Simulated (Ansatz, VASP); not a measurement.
## TiBe2H6: VASP beside Ansatz

```
Ti Be H
1.0
     0.00000    3.08968    3.08968
     3.08968    0.00000    3.08968
     3.08968    3.08968    0.00000
Ti Be H
1 2 6
Cartesian
  0.0000 0.0000 0.0000
  4.6345 4.6345 4.6345
  1.5448 1.5448 1.5448
  0.0000 1.5448 1.5448
  3.0897 1.5448 1.5448
  1.5448 0.0000 1.5448
  1.5448 3.0897 1.5448
  1.5448 1.5448 0.0000
  1.5448 1.5448 3.0897
```

Change from the starting cell: ordered vacancies on the A sites of perovskite (Fm-3m, No. 225).

Alike in both runs: functional PBE; k mesh 6 × 6 × 6; occupations gaussian, width 0.1 eV; no spin polarisation.

Ansatz relaxed the structure, and its values are those at the end. VASP's run is a single point on that final structure, the one shown.

```csv
,VASP,Ansatz
version,VASP 6.6.1,Ansatz 0.2.0
potentials or method,"VASP PAW PBE potentials, release 64 (Ti_sv, Be, H)","scalar-relativistic, plane waves, PAW"
plane-wave cutoff (eV),520,420
valence electrons in the cell,22,22
```

Ansatz gave:

* gap on the k mesh at the Fermi level (eV): none
* pressure (GPa): 0.1

What did VASP give for the same quantities?

gap on the k mesh at the Fermi level (eV): none; pressure (GPa): -0.1.

A gap of «none» marks a metal or a gap that the smearing closes.
